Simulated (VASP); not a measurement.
WO (relaxed from the CsCl type structure, space group Pm-3m): computed properties

All values below come from r2SCAN meta-GGA, VASP's PBE PAW potentials (set 64) (plane waves; VASP).

```yaml
space_group: Pm-3m (221)
cell: a = b = c = 2.803 Å, α = β = γ = 90.00°
volume_per_atom: 11.01 Å³/atom
band gap (over mesh and band path): none (metal, semimetal or under 0.01 eV)
density: 15.07 g/cm³
```

```
CELL_PARAMETERS angstrom
      2.80291     0.00000     0.00000
      0.00000     2.80291     0.00000
      0.00000     0.00000     2.80291
ATOMIC_POSITIONS crystal
  W  0.00000 0.00000 0.00000
  O  0.50000 0.50000 0.50000
```

Unless said otherwise, spin-orbit coupling is left out, though it shifts the bands of the heavy elements here.

The structure was generated: WO was put into the CsCl type type (Pm-3m), which need not be its known phase. It was relaxed first, which changed the volume by -15 %. Symmetry was kept, so distortions that lower it aren't found.
